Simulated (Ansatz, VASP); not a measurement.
# Fe in two plane-wave programs, part 2 of 2

One calculation is typed for both programs; each brings its own data sets and cutoff. How far apart do they land?

VASP 6.6.1 and Ansatz 0.2.0.

So far: Set-up; Ansatz: relaxation of cell and atoms, PBEsol; VASP: relaxation of cell and atoms, PBEsol.

### 3. VASP: relaxation of cell and atoms, PBEsol (continued)

Level of this step: PBEsol, spin-polarised from a ferromagnetic start (one magnetic atom a cell); plane waves and PAW (Fe) (VASP).

Numbers of over 12 decimals in the logs are rounded to 6 here.

From OUTCAR (step 3):

```text
ion  position               nearest neighbor table
   1  0.000  0.000  0.000-

  LATTYP: Found a body centered cubic cell.
 ALAT       =     2.7839399564

 Subroutine GETGRP returns: Found 48 space group operations
 (whereof 48 operations were pure point group operations)

The static configuration has the point symmetry O_h .

 Found    145 irreducible k-points:

   k-points           NKPTS =    145   k-points in BZ     NKDIM =    145   number of bands    NBANDS=     12

   dimension x,y,z NGX =    16 NGY =   16 NGZ =   16
   dimension x,y,z NGXF=    32 NGYF=   32 NGZF=   32

   ENCUT  =  350.0 eV  25.72 Ry    5.07 a.u.   3.68  3.68  3.68*2*pi/ulx,y,z

   NELECT =       8.0000    total number of electrons

 k-points in reciprocal lattice and weights: Automatic mesh
   0.00000000  0.00000000  0.00000000       0.000
   0.06250000  0.00000000  0.00000000       0.003
   0.12500000  0.00000000  0.00000000       0.003
   0.18750000  0.00000000  0.00000000       0.003
   0.25000000  0.00000000  0.00000000       0.003
   0.31250000  0.00000000  0.00000000       0.003
   0.37500000  0.00000000  0.00000000       0.003
   0.43750000  0.00000000  0.00000000       0.003
   0.50000000  0.00000000  0.00000000       0.001
[...]
0.50000000  0.50000000  0.43750000       0.003
   0.50000000  0.50000000  0.50000000       0.000

 average (electrostatic) potential at core
       1 -42.7079

 E-fermi :   6.2448

 spin component 1
 k-point     1 :       0.0000    0.0000    0.0000
  band No.  band energies     occupation
    ...
      2       3.8048      1.00000
      3       3.8048      1.00000
      4       3.8048      1.00000
      5       5.2013      1.00000
      6       5.2013      1.00000
      7      31.6433      0.00000
      8      31.6433      0.00000
      9      31.6433      0.00000
     10      37.1011      0.00000
     11      37.1011      0.00000
    ...

 k-point     2 :       0.0625    0.0000    0.0000
  band No.  band energies     occupation
    ...
      2       3.7565      1.00000
      3       3.8010      1.00000
      4       3.8996      1.00000
      5       5.1524      1.00000
      6       5.2057      1.00000
      7      30.6177      0.00000
      8      31.4187      0.00000
      9      31.5525      0.00000
     10      36.5109      0.00000
     11      37.5244      0.00000
    ...

 k-point     3 :       0.1250    0.0000    0.0000
  band No.  band energies     occupation
    ...
      2       3.6198      1.00000
      3       3.7714      1.00000
      4       4.1742      1.00000
      5       5.0461      1.00000
      6       5.2187      1.00000
      7      28.3115      0.00000
      8      30.6061      0.00000
      9      31.3296      0.00000
     10      35.3821      0.00000
     11      36.1725      0.00000
    ...

 k-point     4 :       0.1875    0.0000    0.0000
  band No.  band energies     occupation
    ...
      2       3.4199      1.00000
      3       3.6943      1.00000
      4       4.6020      1.00000
      5       4.9786      1.00000
      6       5.2430      1.00000
      7      25.5006      0.00000
      8      29.3078      0.00000
      9      31.0685      0.00000
     10      33.2515      0.00000
     11      35.2450      0.00000
    ...

 k-point     5 :       0.2500    0.0000    0.0000
  band No.  band energies     occupation
    ...
      2       3.1904      1.00000
      3       3.6531      1.00000
      4       5.0073      1.00000
      5       5.1360      1.00000
      6       5.2794      1.00000
      7      22.5435      0.00000
      8      27.9157      0.00000
      9      30.8304      0.00000
     10      31.3080      0.00000
     11      34.6988      0.00000
    ...

 k-point     6 :       0.3125    0.0000    0.0000
  band No.  band energies     occupation
    ...
      2       2.9675      1.00000
      3       3.9291      1.00000
      4       5.1106      1.00000
      5       5.3242      1.00000
      6       5.7079      1.00000
      7      19.6503      0.00000
      8      26.6811      0.00000
      9      29.6302      0.00000
     10      30.6402      0.00000
     11      34.4643      0.00000
    ...

  Total       -0.0016308     -0.0016308     -0.0016308      0.0000000      0.0000000     -0.0000000
  in kB       -0.2421915     -0.2421915     -0.2421915      0.0000000      0.0000000     -0.0000000
  external PRESSURE =      -0.2421915 kB  Pullay stress =       0.0000000 kB

  energy-cutoff  :      350.00
  volume of cell :       10.79
      direct lattice vectors                 reciprocal lattice vectors
    -1.391969978  1.391969978  1.391969978     0.000000000  0.359203149  0.359203149
     1.391969978 -1.391969978  1.391969978     0.359203149  0.000000000  0.359203149
     1.391969978  1.391969978 -1.391969978     0.359203149  0.359203149  0.000000000

 POSITION                                       TOTAL-FORCE (eV/Angst)
 -----------------------------------------------------------------------------------
      0.00000      0.00000      0.00000         0.000000      0.000000      0.000000
 -----------------------------------------------------------------------------------
    total drift:                                0.000000      0.000000     -0.000000

  FREE ENERGIE OF THE ION-ELECTRON SYSTEM (eV)
  ---------------------------------------------------
  free  energy   TOTEN  =        -8.9179566864 eV

  energy  without entropy=       -8.9174646852  energy(sigma->0) =       -8.91779269

 reached required accuracy - stopping structural energy minimisation

 total charge
# of ion       s       p       d       tot
------------------------------------------
    1        0.513   0.592   6.276   7.381

 magnetization (x)
# of ion       s       p       d       tot
------------------------------------------
    1       -0.013  -0.047   2.139   2.079

[... 6 further parts left out ...]
```

CONTCAR:

```
Fe
   1.00000000000000
    -1.3919699781999999    1.3919699781999999    1.3919699781999999
     1.3919699781999999   -1.3919699781999999    1.3919699781999999
     1.3919699781999999    1.3919699781999999   -1.3919699781999999
  Fe
     1
Direct
     0.0000000000000000    0.0000000000000000    0.0000000000000000
```

LASPH is off, so gradient terms of the non-spherical density inside the spheres are left out; for open d or f shells this can shift gaps and moments.

### 4. Differences

Known differences besides the potentials themselves: both relaxations stop at a tolerance, which leaves soft axes loose, and VASP keeps its plane-wave basis; the data sets hold 16 valence electrons in Ansatz (default PAW (the set named soft_2) files) and 8 in VASP; the cutoff is 420 eV in Ansatz and 350 eV in VASP; Ansatz makes its cores anew for this functional, VASP keeps those of its PBE data sets; VASP leaves aspherical gradient terms in its spheres out (LASPH is not set), Ansatz keeps them; Ansatz adds a Pulay correction to the stress that steers its cell, VASP none; site moments are counted in spheres of each program's own size. Total energies have different zeros and are not compared.

Compared:

| quantity | Ansatz | VASP | difference |
| --- | --- | --- | --- |
| volume (Å³) | 10.80 | 10.79 | +0.14 % |
| edge a after relaxation, in the typed setting (Å) | 2.412 | 2.411 | +0.05 % |
| total moment (μB) | 2.07 | 2.10 | -0.03 |
| moment on Fe1 (μB) | 2.10 | 2.08 | +0.02 |

The walks stopped with 0.00 GPa left in Ansatz and -0.02 GPa in VASP; each walk ends within a tolerance, so the volume difference is uncertain by about these residues over the bulk modulus, most in soft cells.

### 5. Results

```
difference in volume (relaxation of cell and atoms, PBEsol) : 0.14 %
```

What this shows: The difference in volume is 0.14 % (relaxation of cell and atoms, PBEsol), within the 1.2 % picked in this series as the mark of a large difference, as far as the stopping tolerances let one tell. Such differences can come from data sets, numerical settings and the points named under the comparisons, not from the functional's error against experiment.

[Lines on the potential files, build, host, timing and source positions are cut from VASP's logs without a mark.]

[Logs are printed without paths, hosts, clocks, repeated set-up lines and the standing remarks that a program may print on its own settings, such as how far it seeks lower states.]

[Hosts, paths, dates, database ids (printed as entryN), source tags and the programs' standing remarks are cut or masked in the printed files.]
